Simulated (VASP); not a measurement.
# CdSe: structure and properties in VASP, part 4 of 4

What structure does CdSe take at this level, and what are its properties? The start is a computed cell from the Materials Project.

VASP 6.6.1; LDA; plane waves and PAW (Cd, Se).

So far, gap on the k-mesh (eV): step 2 (full relaxation (LDA)) 0.428; step 3 (second relaxation) 0.433; step 6 (density of states (LDA)) 0.434; step 7 (optical spectrum (LDA)) 0.434. The relaxed cell has a = 6.011 Å (conventional setting).

## 8. Zone-centre phonons (LDA)

Zone-centre modes test whether the atoms sit at a minimum within this cell. IBRION = 8 takes the force constants from linear response, which needs tightly converged orbitals.

The input, INCAR:

```
SYSTEM = CdSe
PREC = Accurate
ENCUT = 400
EDIFF = 1E-08
NELM = 100
ISMEAR = 0
SIGMA = 0.05
LREAL = .FALSE.
ALGO = Normal
GGA = CA
NBANDS = 15
LORBIT = 11
LWAVE = .FALSE.
LCHARG = .FALSE.
KPAR = 2
IBRION = 8
ISIF = 2
```

The input, POSCAR:

```
CdSe
1.0
    0.0000000000      3.0054604393      3.0054604393
    3.0054604393      0.0000000000      3.0054604393
    3.0054604393      3.0054604393      0.0000000000
Cd Se
1 1
Direct
    0.0000000000      0.0000000000      0.0000000000
    0.7500000000      0.7500000000      0.7500000000
```

The input, KPOINTS:

```
Automatic mesh
0
Gamma
7 7 7
0 0 0
```

PAW data sets: Cd and Se (LDA family, release 64).

Started as:

```bash
$ mpirun -np 2 vasp_std
```

What it wrote:

```text
[... set-up lines as in an earlier step ...]
 entering main loop
       N       E                     dE             d eps       ncg     rms          rms(c)
DAV:   1     0.960595330303E+02    0.96060E+02   -0.76549E+03   616   0.871E+02
DAV:   2    -0.356317067716E+01   -0.99623E+02   -0.95421E+02   712   0.249E+02
DAV:   3    -0.711572357274E+01   -0.35526E+01   -0.35474E+01   691   0.489E+01
DAV:   4    -0.713049709095E+01   -0.14774E-01   -0.14773E-01   775   0.312E+00
DAV:   5    -0.713058859258E+01   -0.91502E-04   -0.91501E-04   726   0.209E-01    0.677E+00
DAV:   6    -0.678944537260E+01    0.34114E+00   -0.53539E-01   857   0.987E+00    0.524E+00
DAV:   7    -0.676145417312E+01    0.27991E-01   -0.13030E-01   663   0.264E+00    0.218E+00
DAV:   8    -0.675844973485E+01    0.30044E-02   -0.13716E-02   663   0.156E+00    0.218E-01
DAV:   9    -0.675814592588E+01    0.30381E-03   -0.15455E-03   775   0.579E-01    0.445E-02
DAV:  10    -0.675812799732E+01    0.17929E-04   -0.14105E-04   712   0.174E-01    0.334E-02
DAV:  11    -0.675813257495E+01   -0.45776E-05   -0.17853E-05   698   0.379E-02    0.118E-02
DAV:  12    -0.675813211192E+01    0.46303E-06   -0.19824E-06   712   0.214E-02    0.453E-03
DAV:  13    -0.675813216027E+01   -0.48344E-07   -0.20627E-07   663   0.298E-03    0.181E-03
DAV:  14    -0.675813215213E+01    0.81347E-08   -0.11057E-08   503   0.993E-04
   1 F= -.67581322E+01 E0= -.67581322E+01  d E =-.237430E-11
 Linear response reoptimize wavefunctions to high precision
DAV:   1    -0.675813215183E+01    0.29786E-09   -0.72439E-09   733   0.453E-04
DAV:   2    -0.675813215183E+01    0.95497E-11   -0.40378E-11   342   0.509E-05
 Linear response DOF=           2
 Linear response progress:
  Degree of freedom:   1/  2
       N       E                     dE             d eps       ncg     rms          rms(c)
RMM:   1    -0.431488519187E+00   -0.43149E+00   -0.21771E-01  3175   0.333E+00
RMM:   2    -0.431416331422E+00    0.72188E-04   -0.20571E-03  2884   0.349E-01    0.119E-01
RMM:   3    -0.431041508959E+00    0.37482E-03   -0.33866E-05  3178   0.415E-02    0.701E-02
RMM:   4    -0.430608033565E+00    0.43348E-03   -0.26229E-05  3030   0.335E-02    0.532E-03
RMM:   5    -0.430618339899E+00   -0.10306E-04   -0.75584E-07  3337   0.493E-03    0.219E-03
RMM:   6    -0.430636175855E+00   -0.17836E-04   -0.64335E-08  3227   0.141E-03    0.604E-04
RMM:   7    -0.430640189041E+00   -0.40132E-05   -0.36506E-08  3279   0.537E-04    0.827E-05
RMM:   8    -0.430640566556E+00   -0.37752E-06   -0.86692E-09  3339   0.106E-04    0.522E-05
RMM:   9    -0.430640418262E+00    0.14829E-06   -0.21434E-09  3351   0.372E-05    0.577E-06
RMM:  10    -0.430640411226E+00    0.70354E-08   -0.99473E-10  3168   0.525E-06    0.344E-06
 first order change of Fermi-energy  -0.61555E-04
 force on displaced ion       1 direction 1 :  -5.428   0.000   0.000
 Linear response progress:
  Degree of freedom:   2/  2
       N       E                     dE             d eps       ncg     rms          rms(c)
RMM:   1    -0.836094343447E-01   -0.83609E-01    0.98805E-02  4669   0.141E+00
RMM:   2    -0.839836405016E-01   -0.37421E-03   -0.14628E-03  2971   0.288E-01    0.137E-01
RMM:   3    -0.841213843073E-01   -0.13774E-03   -0.65643E-05  3104   0.467E-02    0.755E-02
RMM:   4    -0.843682922913E-01   -0.24691E-03   -0.50500E-05  3091   0.388E-02    0.821E-03
RMM:   5    -0.843703214880E-01   -0.20292E-05   -0.32530E-06  3160   0.628E-03    0.299E-03
RMM:   6    -0.843647747976E-01    0.55467E-05   -0.61944E-08  3170   0.959E-04    0.147E-03
RMM:   7    -0.843638316860E-01    0.94311E-06    0.14968E-07  3161   0.572E-04    0.779E-05
RMM:   8    -0.843636913902E-01    0.14030E-06    0.11204E-08  3215   0.918E-05    0.476E-05
RMM:   9    -0.843635477050E-01    0.14369E-06   -0.34720E-09  3160   0.442E-05    0.793E-06
RMM:  10    -0.843635803300E-01   -0.32625E-07    0.12468E-09  2981   0.729E-06    0.625E-06
RMM:  11    -0.843636020794E-01   -0.21749E-07    0.15001E-09  2863   0.486E-06    0.189E-06
RMM:  12    -0.843636106197E-01   -0.85403E-08    0.41858E-10  1481   0.127E-06    0.485E-07
 first order change of Fermi-energy   0.35395E-03
 force on displaced ion       2 direction 1 :  -5.395   0.000   0.000
 Linear response finished
```

Run time: 26 s. Hardware: 2 MPI ranks of Intel Xeon 6975P-C (Granite Rapids), shared host; peak memory 0.41 GiB.

OUTCAR, selected parts (step 8):

```text
   NELECT =      18.0000    total number of electrons

  Total       -0.0007437     -0.0007437     -0.0007437      0.0000000     -0.0000000     -0.0000000
  in kB       -0.0219447     -0.0219447     -0.0219447      0.0000000     -0.0000000     -0.0000000
  external PRESSURE =      -0.0219447 kB  Pullay stress =       0.0000000 kB

 Eigenvectors and eigenvalues of the dynamical matrix
 ----------------------------------------------------

   1 f  =    5.338694 THz    33.544002 2PiTHz  178.079653 cm-1    22.079053 meV
             X         Y         Z           dx          dy          dz
      0.000000  0.000000  0.000000    -0.643489   -0.000000   -0.000000
      4.508191  4.508191  4.508191     0.765455    0.000000    0.000000

   2 f  =    5.338694 THz    33.544002 2PiTHz  178.079653 cm-1    22.079053 meV
             X         Y         Z           dx          dy          dz
      0.000000  0.000000  0.000000     0.000000   -0.643489   -0.000000
      4.508191  4.508191  4.508191    -0.000000    0.765455   -0.000000

   3 f  =    5.338694 THz    33.544002 2PiTHz  178.079653 cm-1    22.079053 meV
             X         Y         Z           dx          dy          dz
      0.000000  0.000000  0.000000     0.000000    0.000000   -0.643489
      4.508191  4.508191  4.508191     0.000000    0.000000    0.765455

   4 f/i=    0.008005 THz     0.050297 2PiTHz    0.267019 cm-1     0.033106 meV
             X         Y         Z           dx          dy          dz
      0.000000  0.000000  0.000000     0.451190    0.039222   -0.617099
      4.508191  4.508191  4.508191     0.379298    0.032972   -0.518772

   5 f/i=    0.008005 THz     0.050297 2PiTHz    0.267019 cm-1     0.033106 meV
             X         Y         Z           dx          dy          dz
      0.000000  0.000000  0.000000     0.438363   -0.559061    0.284975
      4.508191  4.508191  4.508191     0.368515   -0.469981    0.239568

   6 f/i=    0.008005 THz     0.050297 2PiTHz    0.267019 cm-1     0.033106 meV
             X         Y         Z           dx          dy          dz
      0.000000  0.000000  0.000000    -0.436105   -0.521377   -0.351994
      4.508191  4.508191  4.508191    -0.366617   -0.438302   -0.295908

 ELASTIC MODULI CONTR FROM IONIC RELAXATION (kBar)
 Direction    XX          YY          ZZ          XY          YZ          ZX
 --------------------------------------------------------------------------------
 XX          -0.0000     -0.0000     -0.0000     -0.0000      0.0000      0.0000
 YY          -0.0000     -0.0000     -0.0000     -0.0000     -0.0000     -0.0000
 ZZ          -0.0000     -0.0000     -0.0000      0.0000     -0.0000      0.0000
 XY          -0.0000     -0.0000      0.0000   -272.2252      0.0000      0.0000
 YZ           0.0000     -0.0000     -0.0000      0.0000   -272.2252      0.0000
 ZX           0.0000     -0.0000      0.0000      0.0000      0.0000   -272.2252
 --------------------------------------------------------------------------------

[... 9 parts as in an earlier step ...]

[... 3 further parts left out ...]
```

Energies printed during the response cycles are not total energies of the cell.

This step gave:

| Quantity | Value |
| --- | --- |
| bands | 15 |
| irreducible k-points | 20 |
| pressure of the cell | -0.002194 GPa |
| largest force of the cell | 0 eV/Å |
| Fermi energy | 1.327 eV |
| gap on the k-mesh | 0.4328 eV |
| least direct gap on the k-mesh | 0.4328 eV |

Transverse limit, no LO-TO splitting. The modes at Γ (shares of kinetic energy by element, %):

```csv
mode,frequency (cm⁻¹),symmetry,Cd %,Se %
1,-0.3,acoustic,59,41
2,-0.3,acoustic,59,41
3,-0.3,acoustic,59,41
4,178.1,T2,41,59
5,178.1,T2,41,59
6,178.1,T2,41,59
```

Displacements in mode 5 (178.1 cm⁻¹), the largest set to 1:
```
Cd1  0.00 -0.70  0.00
Se2  0.00  1.00  0.00
```

The three acoustic modes lie within 0.3 cm⁻¹ of zero, and all others are real. By the characters of their eigenvectors the optical modes sort into (cm⁻¹) Raman active: T2 178; infrared active: T2 178.

## 9. Outcome

```yaml
relaxed_volume: 27.15 Å³/atom
relaxed_conventional_cell_a_b_c: 6.011, 6.011, 6.011 Å
space_group_after_relaxing_within_0p02_a: F-43m (No. 216)
band_gap: 0.433 eV, direct
gap_among_the_points_of_the_dos_mesh_alone_an_upper_bound: 0.434 eV
strongest_peak_of_eps_2_mean_over_directions: 5.49 eV
highest_zone_centre_mode: 178 cm⁻¹
```

What this shows: With LDA, CdSe relaxes to 27.15 Å³/atom in space group F-43m (held by the symmetry of the run) and has a direct gap of 0.433 eV. Band structure (LDA): The path shows a direct gap of 0.43 eV (valence top at Γ, conduction bottom at Γ). Zone-centre phonons (LDA): The highest mode in this list at Γ, 178.1 cm⁻¹, has its largest share on Se (59 % of the kinetic energy). Semilocal functionals usually underestimate gaps. Spin-orbit coupling is left out; it would split some degenerate bands. Modes at Γ alone can't show that the crystal is stable at other wave vectors, and the LO-TO splitting is not included. No search among competing phases was made, and a listed structure need not be the one stable at ambient conditions. All values are for a static lattice at zero temperature.

[Lines on the potential files, build, host, timing and source positions are cut from VASP's logs without a mark.]

[Logs are printed without paths, hosts, clocks, repeated set-up lines and the standing remarks that a program may print on its own settings, such as how far it seeks lower states.]

[Hosts, paths, dates, database ids (printed as entryN), source tags and the programs' standing remarks are cut or masked in the printed files.]

[A measured line is paired with the nearest computed mode of its activity, which favours agreement.]

[In band tables of VASP the shares of atoms and orbitals are scaled to a sum of 1 inside the atoms' spheres.]
